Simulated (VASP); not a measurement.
Level of theory: MS2 meta-GGA, VASP's PBE PAW potentials (set 64) (plane waves; VASP).

VASP input:

POSCAR:
```
TiAl
1
    2.8300000000     0.0000000000     0.0000000000
    0.0000000000     2.8300000000     0.0000000000
    0.0000000000     0.0000000000     4.0700000000
Ti Al
1 1
Direct
  0.0000000000   0.0000000000   0.0000000000
  0.5000000000   0.5000000000   0.5000000000
```

File KPOINTS:
```
Automatic mesh
0
Gamma
12 12 8
0 0 0
```

**INCAR**
```
ALGO  =  Normal
EDIFF  =  1E-6
EDIFFG  =  -0.01
ENCUT  =  520
IBRION  =  2
ISIF  =  3
ISMEAR  =  1
LASPH  =  T
LCHARG  =  F
LMAXMIX  =  4
LMIXTAU  =  T
LREAL  =  F
LWAVE  =  F
METAGGA  =  MS2
NELM  =  100
NSW  =  60
PREC  =  Accurate
SIGMA  =  0.1
SYSTEM  =  TiAl
```

POTCAR, in this order: Ti_sv Al (PBE.64 set). Program: vasp_std.

The run wrote:

File OSZICAR:
```
       N       E                     dE             d eps       ncg     rms          rms(c)
DAV:   1     0.753503746821E+02    0.75350E+02   -0.73342E+03  3080   0.136E+03
DAV:   2    -0.231475379579E+02   -0.98498E+02   -0.96079E+02  3092   0.337E+02
DAV:   3    -0.291193012012E+02   -0.59718E+01   -0.57390E+01  4936   0.801E+01
DAV:   4    -0.293533362163E+02   -0.23404E+00   -0.23143E+00  3940   0.136E+01
DAV:   5    -0.293641925977E+02   -0.10856E-01   -0.10836E-01  4465   0.267E+00    0.129E+01
DAV:   6    -0.249974127690E+02    0.43668E+01   -0.44865E+01  4249   0.894E+01    0.519E+00
DAV:   7    -0.211613128863E+02    0.38361E+01   -0.16205E+01  3279   0.553E+01    0.316E+00
DAV:   8    -0.212246385160E+02   -0.63326E-01   -0.25134E+00  3353   0.241E+01    0.903E-01
DAV:   9    -0.213273664538E+02   -0.10273E+00   -0.28305E+00  4312   0.198E+01    0.200E+00
DAV:  10    -0.213470566415E+02   -0.19690E-01   -0.15673E-01  3753   0.355E+00    0.231E+00
DAV:  11    -0.211559951612E+02    0.19106E+00   -0.17165E-01  3297   0.494E+00    0.172E+00
DAV:  12    -0.210815936768E+02    0.74401E-01   -0.16400E-01  3281   0.496E+00    0.119E+00
DAV:  13    -0.210725350470E+02    0.90586E-02   -0.55832E-02  3978   0.247E+00    0.933E-01
DAV:  14    -0.210727831471E+02   -0.24810E-03   -0.42019E-03  3934   0.561E-01    0.820E-01
DAV:  15    -0.210727827806E+02    0.36648E-06   -0.43913E-04  3205   0.253E-01    0.754E-01
DAV:  16    -0.210732502206E+02   -0.46744E-03   -0.16795E-03  4020   0.573E-01    0.652E-01
DAV:  17    -0.210733971582E+02   -0.14694E-03   -0.95643E-05  4307   0.981E-02    0.643E-01
DAV:  18    -0.210737017784E+02   -0.30462E-03   -0.11971E-04  4459   0.153E-01    0.583E-01
DAV:  19    -0.210727732741E+02    0.92850E-03   -0.47472E-04  3271   0.228E-01    0.480E-01
DAV:  20    -0.210728051456E+02   -0.31871E-04   -0.57250E-05  3357   0.114E-01    0.423E-01
DAV:  21    -0.210726694082E+02    0.13574E-03   -0.21773E-04  3294   0.205E-01    0.252E-01
DAV:  22    -0.210727153829E+02   -0.45975E-04   -0.14860E-04  3539   0.179E-01    0.122E-01
DAV:  23    -0.210727681488E+02   -0.52766E-04   -0.47182E-05  3452   0.974E-02    0.501E-02
DAV:  24    -0.210728016026E+02   -0.33454E-04   -0.12817E-05  3591   0.518E-02    0.166E-02
DAV:  25    -0.210728162023E+02   -0.14600E-04   -0.65263E-06  4277   0.282E-02    0.824E-03
DAV:  26    -0.210728210170E+02   -0.48147E-05   -0.51238E-07  1602   0.113E-02    0.372E-03
DAV:  27    -0.210728233602E+02   -0.23432E-05   -0.39094E-07  1567   0.800E-03    0.141E-03
DAV:  28    -0.210728227888E+02    0.57139E-06   -0.14167E-07  1555   0.453E-03
   1 F= -.21072823E+02 E0= -.21072998E+02  d E =-.210728E+02
       N       E                     dE             d eps       ncg     rms          rms(c)
DAV:   1    -0.212897778138E+02   -0.21695E+00   -0.41096E+00  3318   0.350E+01    0.352E+00
DAV:   2    -0.211012889481E+02    0.18849E+00   -0.13877E+00  3730   0.184E+01    0.105E+00
DAV:   3    -0.210800386452E+02    0.21250E-01   -0.13163E-01  3574   0.422E+00    0.277E-01
DAV:   4    -0.210845894752E+02   -0.45508E-02   -0.97035E-02  3282   0.451E+00    0.420E-01
DAV:   5    -0.210754032138E+02    0.91863E-02   -0.15945E-02  3223   0.159E+00    0.254E-01
DAV:   6    -0.210754296370E+02   -0.26423E-04   -0.49502E-03  4547   0.565E-01    0.129E-01
DAV:   7    -0.210746184869E+02    0.81115E-03   -0.13570E-02  3573   0.123E+00    0.134E-01
DAV:   8    -0.210747408419E+02   -0.12235E-03   -0.10482E-03  3412   0.308E-01    0.155E-01
DAV:   9    -0.210746043034E+02    0.13654E-03   -0.17615E-04  3205   0.161E-01    0.127E-01
DAV:  10    -0.210748930369E+02   -0.28873E-03   -0.33735E-04  3665   0.144E-01    0.150E-01
DAV:  11    -0.210750165009E+02   -0.12346E-03   -0.14609E-04  3982   0.161E-01    0.154E-01
DAV:  12    -0.210749783353E+02    0.38166E-04   -0.20144E-05  3258   0.701E-02    0.154E-01
DAV:  13    -0.210749859154E+02   -0.75801E-05   -0.26085E-06  3323   0.233E-02    0.158E-01
DAV:  14    -0.210749857523E+02    0.16310E-06   -0.22180E-07  1561   0.676E-03
   2 F= -.21074986E+02 E0= -.21075155E+02  d E =-.216296E-02
       N       E                     dE             d eps       ncg     rms          rms(c)
DAV:   1    -0.211134806961E+02   -0.38495E-01   -0.66278E-01  3346   0.143E+01    0.149E+00
DAV:   2    -0.210835393910E+02    0.29941E-01   -0.26900E-01  3801   0.777E+00    0.515E-01
DAV:   3    -0.210780268949E+02    0.55125E-02   -0.29786E-02  3735   0.205E+00    0.140E-01
DAV:   4    -0.210793096516E+02   -0.12828E-02   -0.21822E-02  3298   0.203E+00    0.208E-01
DAV:   5    -0.210777100518E+02    0.15996E-02   -0.22388E-03  3343   0.622E-01    0.163E-01
DAV:   6    -0.210783958856E+02   -0.68583E-03   -0.56010E-04  3416   0.413E-01    0.124E-01
DAV:   7    -0.210768291816E+02    0.15667E-02   -0.85335E-03  3407   0.966E-01    0.772E-02
DAV:   8    -0.210769065257E+02   -0.77344E-04   -0.66503E-04  3623   0.236E-01    0.828E-02
DAV:   9    -0.210769086555E+02   -0.21299E-05   -0.35376E-05  4350   0.406E-02    0.851E-02
DAV:  10    -0.210769151907E+02   -0.65352E-05   -0.44349E-06  3192   0.321E-02    0.101E-01
DAV:  11    -0.210768590691E+02    0.56122E-04   -0.29421E-04  3385   0.244E-01    0.289E-02
DAV:  12    -0.210768691627E+02   -0.10094E-04   -0.51165E-05  3583   0.821E-02    0.805E-03
DAV:  13    -0.210768721150E+02   -0.29523E-05   -0.10119E-05  3222   0.512E-02    0.676E-03
DAV:  14    -0.210768668628E+02    0.52522E-05   -0.73366E-07  1643   0.124E-02    0.283E-03
DAV:  15    -0.210768708918E+02   -0.40290E-05   -0.19407E-06  2542   0.111E-02    0.876E-03
DAV:  16    -0.210768673215E+02    0.35703E-05   -0.34682E-07  1540   0.102E-02    0.642E-03
DAV:  17    -0.210768623155E+02    0.50060E-05   -0.44542E-07  1540   0.102E-02    0.212E-03
DAV:  18    -0.210768622148E+02    0.10074E-06   -0.75568E-08  1540   0.373E-03
   3 F= -.21076862E+02 E0= -.21077029E+02  d E =-.403943E-02
       N       E                     dE             d eps       ncg     rms          rms(c)
DAV:   1    -0.210769796922E+02   -0.11738E-03   -0.21182E-03  3346   0.805E-01    0.796E-02
DAV:   2    -0.210768654411E+02    0.11425E-03   -0.83321E-04  3834   0.437E-01    0.250E-02
DAV:   3    -0.210768617701E+02    0.36710E-05   -0.89893E-05  3676   0.112E-01    0.585E-03
DAV:   4    -0.210768634571E+02   -0.16870E-05   -0.55387E-05  3349   0.104E-01    0.984E-03
DAV:   5    -0.210768593837E+02    0.40734E-05   -0.11164E-05  3166   0.408E-02    0.528E-03
DAV:   6    -0.210768600045E+02   -0.62073E-06   -0.22842E-06  2976   0.130E-02
   4 F= -.21076860E+02 E0= -.21077026E+02  d E =-.403722E-02
```

**OUTCAR**
```
------------------------ aborting loop because EDIFF is reached ----------------------------------------
  FORCE on cell =-STRESS in cart. coord.  units (eV):
  Direction    XX          YY          ZZ          XY          YZ          ZX
  --------------------------------------------------------------------------------------
  Total       -0.0180553     -0.0180553      0.0173931      0.0000000      0.0000000      0.0000000
  in kB       -0.9032404     -0.9032404      0.8701150      0.0000000      0.0000000      0.0000000
  external PRESSURE =      -0.3121219 kB  Pullay stress =       0.0000000 kB
  volume of cell :       32.03
      direct lattice vectors                 reciprocal lattice vectors
     2.812223011  0.000000000  0.000000000     0.355590576  0.000000000  0.000000000
     0.000000000  2.812223011  0.000000000     0.000000000  0.355590576  0.000000000
     0.000000000  0.000000000  4.049595650     0.000000000  0.000000000  0.246938234
 POSITION                                       TOTAL-FORCE (eV/Angst)
 -----------------------------------------------------------------------------------
      0.00000      0.00000      0.00000         0.000000      0.000000      0.000000
      1.40611      1.40611      2.02480         0.000000      0.000000      0.000000
 -----------------------------------------------------------------------------------
    total drift:                                0.000000      0.000000      0.000000
  FREE ENERGIE OF THE ION-ELECTRON SYSTEM (eV)
  ---------------------------------------------------
  free  energy   TOTEN  =       -21.0768600045 eV

  energy  without entropy=      -21.0773585899  energy(sigma->0) =      -21.07702620

 reached required accuracy - stopping structural energy minimisation
```
(Selected blocks of OUTCAR.)

File CONTCAR:
```
TiAl
   1.00000000000000
     2.8122230107475201    0.0000000000000000    0.0000000000000000
     0.0000000000000000    2.8122230107475201    0.0000000000000000
     0.0000000000000000    0.0000000000000000    4.0495956495660499
  Ti              Al
     1     1
Direct
     0.0000000000000000    0.0000000000000000    0.0000000000000000
     0.5000000000000000    0.5000000000000000    0.5000000000000000
```

The compound is TiAl in the L1_0 structure. This run relaxes it. Symmetry was kept, so distortions that lower it aren't found. The electron count is odd and the run is not spin-polarised, which forces a metal.
